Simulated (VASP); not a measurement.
Input of a VASP 6.6.1 run:

File INCAR:

```
SYSTEM = SiHClO
ALGO = Normal
EDIFF = 1E-6
ENCUT = 520
GGA = PE
ISIF = 2
ISMEAR = 0
LASPH = .TRUE.
LCHARG = .TRUE.
LELF = .TRUE.
LREAL = .FALSE.
LWAVE = .FALSE.
NELM = 100
PREC = Accurate
SIGMA = 0.01
```

File KPOINTS:

```
k-points
0
G
  1 1 1
  0 0 0
```

The input POSCAR:

```
SiHClO
1.0
   12.0000000000      0.0000000000      0.0000000000
    0.0000000000     11.0000000000      0.0000000000
    0.0000000000      0.0000000000     11.0000000000
O Si Cl H
1 1 1 1
Direct
    0.3938291700      0.5341681800      0.4810727300
    0.4336291700      0.4214500000      0.5679545500
    0.6083375000      0.4295136400      0.5474454500
    0.4480791700      0.5823681800      0.4382272700
```

Potentials or basis: VASP PAW PBE potentials, release 64 (O, Si, Cl, H).

Run with:

```bash
$ cat potpaw_PBE.64/O/POTCAR potpaw_PBE.64/Si/POTCAR potpaw_PBE.64/Cl/POTCAR potpaw_PBE.64/H/POTCAR > POTCAR
$ mpirun -np 1 vasp_gam > vasp.out
```

Task: Estimate the largest force.

Result: 0.592 eV/Å.

Task: Estimate the gap between the frontier levels.

Result: 3.71 eV.

Forces on the atoms (eV/Å):
```
O   -0.560  0.063 -0.009
Si  -0.045 -0.386  0.311
Cl   0.241 -0.028  0.005
H    0.365  0.351 -0.307
```
